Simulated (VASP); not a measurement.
# CeZn2Ni (P4/mmm) in VASP: further runs, part 2 of 2

VASP 6.6.1. The steps go on from the part before.

**4. Band structure, PBEsol, collinear spin, ferromagnetic start**

POSCAR

```
CeZn2Ni
1.0
    3.8643900000      0.0000000000      0.0000000000
    0.0000000000      3.8643900000      0.0000000000
    0.0000000000      0.0000000000      4.9192680000
Ce Zn Ni
1 2 1
Direct
    0.0000000000      0.0000000000      0.0000000000
    0.0000000000      0.5000000000      0.5000000000
    0.5000000000      0.0000000000      0.5000000000
    0.5000000000      0.5000000000      0.0000000000
```

INCAR.step1

```
  PREC = Accurate
  ENCUT = 520
  EDIFF = 1E-6
  ISMEAR = -1
  SIGMA = 0.05
  LREAL = F
  LASPH = T
  NELM = 100
  ALGO = Normal
  ISIF = 2
  LWAVE = F
  LCHARG = T
  ISPIN = 2
  MAGMOM = 1 0 0 1
  LORBIT = 11
  LMAXMIX = 6
  GGA = PS
```

KPOINTS.step1

```
Automatic mesh
0
Gamma
  5 5 5
```

INCAR.step2

```
  PREC = Accurate
  ENCUT = 520
  EDIFF = 1E-6
  ISMEAR = 0
  SIGMA = 0.05
  LREAL = F
  LASPH = T
  NELM = 100
  ALGO = Normal
  ISIF = 2
  LWAVE = F
  LCHARG = F
  ISPIN = 2
  MAGMOM = 1 0 0 1
  LORBIT = 11
  LMAXMIX = 6
  GGA = PS
  ICHARG = 11
```

KPOINTS.step2

```
path GXMGZRAZ,XR,MA
15
line-mode
reciprocal
 0.0000000000  0.0000000000  0.0000000000  G
 0.0000000000  0.5000000000  0.0000000000  X

 0.0000000000  0.5000000000  0.0000000000  X
 0.5000000000  0.5000000000  0.0000000000  M

 0.5000000000  0.5000000000  0.0000000000  M
 0.0000000000  0.0000000000  0.0000000000  G

 0.0000000000  0.0000000000  0.0000000000  G
 0.0000000000  0.0000000000  0.5000000000  Z

 0.0000000000  0.0000000000  0.5000000000  Z
 0.0000000000  0.5000000000  0.5000000000  R

 0.0000000000  0.5000000000  0.5000000000  R
 0.5000000000  0.5000000000  0.5000000000  A

 0.5000000000  0.5000000000  0.5000000000  A
 0.0000000000  0.0000000000  0.5000000000  Z

 0.0000000000  0.5000000000  0.0000000000  X
 0.0000000000  0.5000000000  0.5000000000  R

 0.5000000000  0.5000000000  0.0000000000  M
 0.5000000000  0.5000000000  0.5000000000  A
```

Potentials or basis: VASP PAW PBE potentials, release 64 (Ce, Zn, Ni).

Launch:

```
$ cat potpaw_PBE.64/Ce/POTCAR potpaw_PBE.64/Zn/POTCAR potpaw_PBE.64/Ni/POTCAR > POTCAR
$ cp INCAR.step1 INCAR
$ cp KPOINTS.step1 KPOINTS
$ mpirun -np 1 vasp_std > vasp.out
$ cp INCAR.step2 INCAR
$ cp KPOINTS.step2 KPOINTS
$ mpirun -np 1 vasp_std > vasp.out
```

OUTCAR:

```text
PREC = Accurate
   ENCUT = 520
   EDIFF = 1E-6
   ISMEAR = 0
   LREAL = F
   LASPH = T
   NELM = 100
   ISIF = 2
   ISPIN = 2
   LORBIT = 11
   GGA = PS
   ICHARG = 11

 ion  position               nearest neighbor table
   1  0.000  0.000  0.000-   4 2.73   4 2.73   4 2.73   4 2.73
   2  0.000  0.500  0.500-   3 2.73   3 2.73   3 2.73   3 2.73
   3  0.500  0.000  0.500-   2 2.73   2 2.73   2 2.73   2 2.73
   4  0.500  0.500  0.000-   1 2.73   1 2.73   1 2.73   1 2.73

  LATTYP: Found a simple tetragonal cell.
 ALAT       =     3.8643900000
 C/A-ratio  =     1.2729740011

  Lattice vectors:

 A1 = (   3.8643900000,   0.0000000000,   0.0000000000)
 A2 = (   0.0000000000,   3.8643900000,   0.0000000000)
 A3 = (   0.0000000000,   0.0000000000,   4.9192680000)

[... 1689 lines left out ...]
------------------------ aborting loop because EDIFF is reached ----------------------------------------

  FORCE on cell =-STRESS in cart. coord.  units (eV):
  Direction    XX          YY          ZZ          XY          YZ          ZX
  --------------------------------------------------------------------------------------
  -------------------------------------------------------------------------------------
  Total        0.0802864      0.0802864      1.8851233      0.0000000      0.0000000     -0.0000000
  in kB        1.7510169      1.7510169     41.1138315      0.0000000      0.0000000     -0.0000000
  external PRESSURE =      14.8719551 kB  Pullay stress =       0.0000000 kB

 VOLUME and BASIS-vectors are now :
 -----------------------------------------------------------------------------
  energy-cutoff  :      520.00
  volume of cell :       73.46
      direct lattice vectors                 reciprocal lattice vectors
     3.864390000  0.000000000  0.000000000     0.258773053  0.000000000  0.000000000
     0.000000000  3.864390000  0.000000000     0.000000000  0.258773053  0.000000000
     0.000000000  0.000000000  4.919268000     0.000000000  0.000000000  0.203282277

 POSITION                                       TOTAL-FORCE (eV/Angst)
 -----------------------------------------------------------------------------------
      0.00000      0.00000      0.00000         0.000000      0.000000      0.000000
      0.00000      1.93220      2.45963         0.000000      0.000000      0.000000
      1.93220      0.00000      2.45963         0.000000      0.000000      0.000000
      1.93220      1.93220      0.00000         0.000000      0.000000      0.000000
 -----------------------------------------------------------------------------------
    total drift:                                0.000000      0.000000     -0.000000

  FREE ENERGIE OF THE ION-ELECTRON SYSTEM (eV)
  ---------------------------------------------------
  free  energy   TOTEN  =       -16.4404268194 eV

  energy  without entropy=      -16.4335393016  energy(sigma->0) =      -16.43698306

 total charge

# of ion       s       p       d       f       tot
--------------------------------------------------
    1        2.053   5.633   1.064   0.969   9.720
    2        0.680   0.355   9.727   0.000  10.762
    3        0.680   0.355   9.727   0.000  10.762
    4        0.565   0.241   8.365   0.000   9.170
--------------------------------------------------
tot          3.979   6.583  28.883   0.969  40.414

 magnetization (x)

# of ion       s       p       d       f       tot
--------------------------------------------------
    1       -0.000   0.000  -0.001  -0.026  -0.027
    2       -0.000   0.000  -0.000   0.000  -0.000
    3       -0.000   0.000  -0.000   0.000  -0.000
    4       -0.000  -0.000   0.003   0.000   0.002
--------------------------------------------------
tot         -0.000  -0.000   0.001  -0.026  -0.025
```

OSZICAR.step1:

```text
N       E                     dE             d eps       ncg     rms          rms(c)
DAV:   1     0.322841926232E+03    0.32284E+03   -0.20987E+04  2016   0.236E+03
[... 22 lines left out ...]
DAV:  24    -0.160896069968E+02    0.84549E-03   -0.18015E-03  3480   0.220E-01    0.220E-01
DAV:  25    -0.160894492613E+02    0.15774E-03   -0.21614E-04  3388   0.779E-02    0.159E-01
DAV:  26    -0.160893745830E+02    0.74678E-04   -0.69998E-05  3452   0.432E-02    0.123E-01
DAV:  27    -0.160892952231E+02    0.79360E-04   -0.16465E-04  3164   0.708E-02    0.689E-02
DAV:  28    -0.160892770312E+02    0.18192E-04   -0.38558E-05  3256   0.328E-02    0.417E-02
DAV:  29    -0.160892697347E+02    0.72965E-05   -0.22360E-05  2852   0.228E-02    0.289E-02
DAV:  30    -0.160892693633E+02    0.37137E-06   -0.86931E-06  2532   0.154E-02
   1 F= -.16089269E+02 E0= -.16065402E+02  d E =-.477350E-01  mag=    -0.0254
```

Wall time 12 min (1 thread of Intel Xeon Platinum 8488C (Sapphire Rapids), shared host); peak memory 0.58 GiB.

What came out:

```
Band gap along the path : none (metal or under the smearing width)
Net moment              : -0.03 μB per cell
```

Levels at the corners of the path, in eV from the Fermi level:
Spin up:
```
point  band 20  band 21  band 22  band 23  band 24  band 25  band 26  band 27
    Γ    -1.80    -0.64    -0.49     0.13     0.21     0.21     0.26     0.26
    X    -1.78    -1.44    -1.33    -0.61     0.10     0.34     0.37     0.50
    X    -1.78    -1.44    -1.33    -0.61     0.10     0.34     0.37     0.50
    M    -2.08    -1.87    -1.87    -1.83     0.19     0.29     0.29     0.46
    M    -2.08    -1.87    -1.87    -1.83     0.19     0.29     0.29     0.47
    Γ    -1.80    -0.64    -0.49     0.13     0.21     0.21     0.26     0.26
    Γ    -1.80    -0.64    -0.49     0.13     0.21     0.21     0.26     0.26
    Z    -2.10    -1.92     0.04     0.22     0.27     0.27     0.42     0.46
    Z    -2.10    -1.92     0.04     0.22     0.27     0.27     0.42     0.46
    R    -1.85    -1.64    -1.40    -0.86     0.35     0.38     0.48     0.52
    R    -1.85    -1.64    -1.40    -0.86     0.35     0.38     0.48     0.52
    A    -1.82    -1.32    -0.82    -0.69    -0.69     0.26     0.26     0.34
    A    -1.82    -1.32    -0.82    -0.69    -0.69     0.26     0.27     0.34
    Z    -2.10    -1.92     0.04     0.22     0.27     0.27     0.42     0.46
    X    -1.78    -1.44    -1.33    -0.61     0.10     0.34     0.37     0.50
    R    -1.85    -1.64    -1.40    -0.86     0.35     0.38     0.48     0.52
    M    -2.08    -1.87    -1.87    -1.83     0.19     0.29     0.29     0.46
    A    -1.82    -1.32    -0.82    -0.69    -0.69     0.26     0.26     0.34
```
Spin down:
| point | band 21 | band 22 | band 23 | band 24 | band 25 | band 26 |
| --- | --- | --- | --- | --- | --- | --- |
| Γ | -0.64 | -0.49 | 0.12 | 0.20 | 0.20 | 0.24 |
| X | -1.44 | -1.33 | -0.62 | 0.09 | 0.32 | 0.36 |
| X | -1.44 | -1.33 | -0.62 | 0.09 | 0.32 | 0.36 |
| M | -1.87 | -1.87 | -1.83 | 0.18 | 0.28 | 0.28 |
| M | -1.87 | -1.87 | -1.83 | 0.18 | 0.28 | 0.28 |
| Γ | -0.64 | -0.49 | 0.12 | 0.20 | 0.20 | 0.24 |
| Γ | -0.64 | -0.49 | 0.12 | 0.20 | 0.20 | 0.24 |
| Z | -1.92 | 0.03 | 0.21 | 0.26 | 0.26 | 0.41 |
| Z | -1.92 | 0.03 | 0.21 | 0.26 | 0.26 | 0.41 |
| R | -1.64 | -1.40 | -0.86 | 0.34 | 0.37 | 0.46 |
| R | -1.64 | -1.40 | -0.86 | 0.34 | 0.37 | 0.46 |
| A | -1.32 | -0.82 | -0.69 | -0.69 | 0.25 | 0.25 |
| A | -1.32 | -0.82 | -0.69 | -0.69 | 0.25 | 0.25 |
| Z | -1.92 | 0.03 | 0.21 | 0.26 | 0.26 | 0.41 |
| X | -1.44 | -1.33 | -0.62 | 0.09 | 0.32 | 0.36 |
| R | -1.64 | -1.40 | -0.86 | 0.34 | 0.37 | 0.46 |
| M | -1.87 | -1.87 | -1.83 | 0.18 | 0.28 | 0.28 |
| A | -1.32 | -0.82 | -0.69 | -0.69 | 0.25 | 0.25 |

Caveat: the log is that of the step along the path at fixed density, whose energy, stress, charges and moments have no meaning; the magnetic or orbital state may not be the lowest; the PAW data sets were made with another functional, which shifts forces and pressure a little; spin-orbit coupling is left out, which moves the levels of the heavy elements; without U or exact exchange the open f shell lies at the Fermi level, which spoils levels, moments and volumes.

**5. Band structure, RPBE, collinear spin, ferromagnetic start**

POSCAR is that of step 4.

INCAR.step1, as its differences from that of step 4:

```diff
@@ -16,2 +16,2 @@
   LMAXMIX = 6
-  GGA = PS
+  GGA = RP
```

KPOINTS.step1 is that of step 4.

INCAR.step2, as its differences from that of step 4:

```diff
@@ -16,3 +16,3 @@
   LMAXMIX = 6
-  GGA = PS
+  GGA = RP
   ICHARG = 11
```

KPOINTS.step2 is that of step 4.

Potentials or basis: VASP PAW PBE potentials, release 64 (Ce, Zn, Ni).

Launch:

```
$ cat potpaw_PBE.64/Ce/POTCAR potpaw_PBE.64/Zn/POTCAR potpaw_PBE.64/Ni/POTCAR > POTCAR
$ cp INCAR.step1 INCAR
$ cp KPOINTS.step1 KPOINTS
$ mpirun -np 1 vasp_std > vasp.out
$ cp INCAR.step2 INCAR
$ cp KPOINTS.step2 KPOINTS
$ mpirun -np 1 vasp_std > vasp.out
```

OUTCAR:

```text
PREC = Accurate
   ENCUT = 520
   EDIFF = 1E-6
   ISMEAR = 0
   LREAL = F
   LASPH = T
   NELM = 100
   ISIF = 2
   ISPIN = 2
   LORBIT = 11
   GGA = RP
   ICHARG = 11

 ion  position               nearest neighbor table
   1  0.000  0.000  0.000-   4 2.73   4 2.73   4 2.73   4 2.73
   2  0.000  0.500  0.500-   3 2.73   3 2.73   3 2.73   3 2.73
   3  0.500  0.000  0.500-   2 2.73   2 2.73   2 2.73   2 2.73
   4  0.500  0.500  0.000-   1 2.73   1 2.73   1 2.73   1 2.73

  LATTYP: Found a simple tetragonal cell.
 ALAT       =     3.8643900000
 C/A-ratio  =     1.2729740011

  Lattice vectors:

 A1 = (   3.8643900000,   0.0000000000,   0.0000000000)
 A2 = (   0.0000000000,   3.8643900000,   0.0000000000)
 A3 = (   0.0000000000,   0.0000000000,   4.9192680000)

[... 1689 lines left out ...]
------------------------ aborting loop because EDIFF is reached ----------------------------------------

  FORCE on cell =-STRESS in cart. coord.  units (eV):
  Direction    XX          YY          ZZ          XY          YZ          ZX
  --------------------------------------------------------------------------------------
  -------------------------------------------------------------------------------------
  Total        3.6944715      3.6944715      4.9791579      0.0000000     -0.0000000      0.0000000
  in kB       80.5750374     80.5750374    108.5935665      0.0000000     -0.0000000      0.0000000
  external PRESSURE =      89.9145471 kB  Pullay stress =       0.0000000 kB

 VOLUME and BASIS-vectors are now :
 -----------------------------------------------------------------------------
  energy-cutoff  :      520.00
  volume of cell :       73.46
      direct lattice vectors                 reciprocal lattice vectors
     3.864390000  0.000000000  0.000000000     0.258773053  0.000000000  0.000000000
     0.000000000  3.864390000  0.000000000     0.000000000  0.258773053  0.000000000
     0.000000000  0.000000000  4.919268000     0.000000000  0.000000000  0.203282277

 POSITION                                       TOTAL-FORCE (eV/Angst)
 -----------------------------------------------------------------------------------
      0.00000      0.00000      0.00000         0.000000      0.000000      0.000000
      0.00000      1.93220      2.45963         0.000000      0.000000      0.000000
      1.93220      0.00000      2.45963         0.000000      0.000000      0.000000
      1.93220      1.93220      0.00000         0.000000      0.000000      0.000000
 -----------------------------------------------------------------------------------
    total drift:                                0.000000      0.000000     -0.000000

  FREE ENERGIE OF THE ION-ELECTRON SYSTEM (eV)
  ---------------------------------------------------
  free  energy   TOTEN  =       -12.7723846233 eV

  energy  without entropy=      -12.7654663045  energy(sigma->0) =      -12.76892546

 total charge

# of ion       s       p       d       f       tot
--------------------------------------------------
    1        2.068   5.660   1.066   0.973   9.767
    2        0.671   0.351   9.726   0.000  10.749
    3        0.671   0.351   9.726   0.000  10.749
    4        0.558   0.239   8.366   0.000   9.162
--------------------------------------------------
tot          3.968   6.602  28.884   0.973  40.427

 magnetization (x)

# of ion       s       p       d       f       tot
--------------------------------------------------
    1       -0.000   0.000  -0.001  -0.025  -0.026
    2       -0.000   0.000  -0.000   0.000  -0.000
    3       -0.000   0.000  -0.000   0.000  -0.000
    4       -0.000  -0.000   0.003   0.000   0.002
--------------------------------------------------
tot         -0.000  -0.000   0.001  -0.025  -0.024
```

It took 9.9 min on 1 thread of Intel Xeon Platinum 8488C (Sapphire Rapids), shared host; peak memory 0.58 GiB.

What came out:

| Property | Result |
| --- | --- |
| Band gap along the path | none (metal or under the smearing width) |
| Net moment | -0.03 μB per cell |

Levels at the corners of the path, in eV from the Fermi level:
Spin up:
```csv
point,band 20,band 21,band 22,band 23,band 24,band 25,band 26,band 27
Γ,-1.80,-0.65,-0.50,0.14,0.21,0.21,0.25,0.25
X,-1.78,-1.45,-1.32,-0.61,0.11,0.34,0.37,0.49
X,-1.78,-1.45,-1.32,-0.61,0.11,0.34,0.37,0.49
M,-2.09,-1.84,-1.84,-1.82,0.19,0.29,0.29,0.45
M,-2.09,-1.84,-1.84,-1.82,0.19,0.29,0.29,0.47
Γ,-1.80,-0.65,-0.50,0.14,0.21,0.21,0.25,0.25
Γ,-1.80,-0.65,-0.50,0.14,0.21,0.21,0.25,0.25
Z,-2.10,-1.93,0.04,0.22,0.27,0.27,0.42,0.46
Z,-2.10,-1.93,0.04,0.22,0.27,0.27,0.42,0.46
R,-1.84,-1.65,-1.40,-0.84,0.35,0.38,0.48,0.51
R,-1.84,-1.65,-1.40,-0.84,0.35,0.38,0.48,0.51
A,-1.81,-1.33,-0.83,-0.68,-0.68,0.26,0.26,0.34
A,-1.81,-1.33,-0.83,-0.68,-0.68,0.26,0.27,0.34
Z,-2.10,-1.93,0.04,0.22,0.27,0.27,0.42,0.46
X,-1.78,-1.45,-1.32,-0.61,0.11,0.34,0.37,0.49
R,-1.84,-1.65,-1.40,-0.84,0.35,0.38,0.48,0.51
M,-2.09,-1.84,-1.84,-1.82,0.19,0.29,0.29,0.45
A,-1.81,-1.33,-0.83,-0.68,-0.68,0.26,0.26,0.34
```
Spin down:
```tsv
point	band 21	band 22	band 23	band 24	band 25	band 26
Γ	-0.65	-0.50	0.13	0.20	0.20	0.24
X	-1.45	-1.33	-0.62	0.10	0.33	0.36
X	-1.45	-1.33	-0.62	0.10	0.33	0.36
M	-1.84	-1.84	-1.82	0.17	0.27	0.27
M	-1.84	-1.84	-1.82	0.17	0.27	0.27
Γ	-0.65	-0.50	0.13	0.20	0.20	0.24
Γ	-0.65	-0.50	0.13	0.20	0.20	0.24
Z	-1.93	0.03	0.20	0.26	0.26	0.40
Z	-1.93	0.03	0.20	0.26	0.26	0.40
R	-1.65	-1.40	-0.85	0.34	0.36	0.46
R	-1.65	-1.40	-0.85	0.34	0.36	0.46
A	-1.33	-0.83	-0.68	-0.68	0.25	0.25
A	-1.33	-0.83	-0.68	-0.68	0.25	0.25
Z	-1.93	0.03	0.20	0.26	0.26	0.40
X	-1.45	-1.33	-0.62	0.10	0.33	0.36
R	-1.65	-1.40	-0.85	0.34	0.36	0.46
M	-1.84	-1.84	-1.82	0.17	0.27	0.27
A	-1.33	-0.83	-0.68	-0.68	0.25	0.25
```

Caveat: the log is that of the step along the path at fixed density, whose energy, stress, charges and moments have no meaning; the magnetic or orbital state may not be the lowest; the PAW data sets were made with another functional, which shifts forces and pressure a little; spin-orbit coupling is left out, which moves the levels of the heavy elements; without U or exact exchange the open f shell lies at the Fermi level, which spoils levels, moments and volumes. The state reached can hang on the start; a lower one may exist.

**6. The runs side by side**

| level | potentials or basis | moment (μB) |
| --- | --- | --- |
| LDA | VASP PAW LDA potentials, release 64 (Ce, Zn, Ni) | 0.25 |
| PBE | VASP PAW PBE potentials, release 64 (Ce, Zn, Ni) | 0.29 |
| PBEsol | VASP PAW PBE potentials, release 64 (Ce, Zn, Ni) | 0.03 |
| RPBE | VASP PAW PBE potentials, release 64 (Ce, Zn, Ni) | 0.03 |

Alike in all rows: task band structure; spin collinear, ferromagnetic start; cell as given; k mesh 5 × 5 × 5; cutoff (eV) 520; smearing fermi-dirac 0.05 eV.

Caveats: the magnetic or orbital state may not be the lowest; spin-orbit coupling is left out, which moves the levels of the heavy elements; without U or exact exchange the open f shell lies at the Fermi level, which spoils levels, moments and volumes; the PAW data sets were made with another functional, which shifts forces and pressure a little (some runs).

Total energies depend on the potentials used, so only differences within one code and one set of settings carry meaning.
